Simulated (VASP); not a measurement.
An input for Ansatz (written as the equivalent of a VASP run, and not itself run):

Ansatz 0.2 input:
```yaml
crystal:
  lattice:
    - [0.0000000, 2.8795876, 2.8795876]
    - [2.8795876, 0.0000000, 2.8795876]
    - [2.8795876, 2.8795876, 0.0000000]
  atoms:
    - { symbol: Pb, position: [0.0000000, 0.0000000, 0.0000000] }
    - { symbol: S, position: [0.5000000, 0.5000000, 0.5000000] }
kpoints:
  mp_grid: { grid: [8, 8, 8] }
hamiltonian:
  xc: pbesol
  pseudopotentials: { kind: paw }
scf:
  occupations: { method: gaussian, width: 0.05 }
  max_iter: 100
relax:
  max_steps: 40
  f_tol: 0.02
  cell: { p_target: 5 }
output: { forces: true, stress: true, eigenvalues: true }
```

Problem. Write the VASP files for the same calculation (PBEsol).

Solution. Several could match; the one computed here: 
### KPOINTS
```
Automatic mesh
0
Gamma
8 8 8
0 0 0
```

### INCAR
```
SYSTEM = PbS
PREC = Accurate
ENCUT = 500
EDIFF = 1E-6
NELM = 100
ALGO = Normal
LREAL = .FALSE.
LASPH = .TRUE.
ISMEAR = 0
SIGMA = 0.05
GGA = PS
LMAXMIX = 4
LWAVE = .FALSE.
LCHARG = .FALSE.
IBRION = 2
ISIF = 3
NSW = 40
EDIFFG = -0.02
PSTRESS = 50
```

POSCAR:
```
PbS
1
   -0.0000000000     2.8795875912     2.8795875912
    2.8795875912    -0.0000000000     2.8795875912
    2.8795875912     2.8795875912     0.0000000000
Pb S
1 1
Direct
  0.0000000000   0.0000000000   0.0000000000
  0.5000000000   0.5000000000   0.5000000000
```

POTCAR, in this order: Pb_d S (PBE.64 set). Program: vasp_std.

Limits of the translation: each code has its own PAW files, so the cut-off isn't converted (ENCUT is set for VASP's; basis.ecutwfc is left out, and Ansatz then takes the one that its files recommend); Ansatz stops its SCF on the density residual and VASP on the energy change (EDIFF).

The compound is PbS in the rock salt structure. It was relaxed first under an external pressure of 5 GPa.
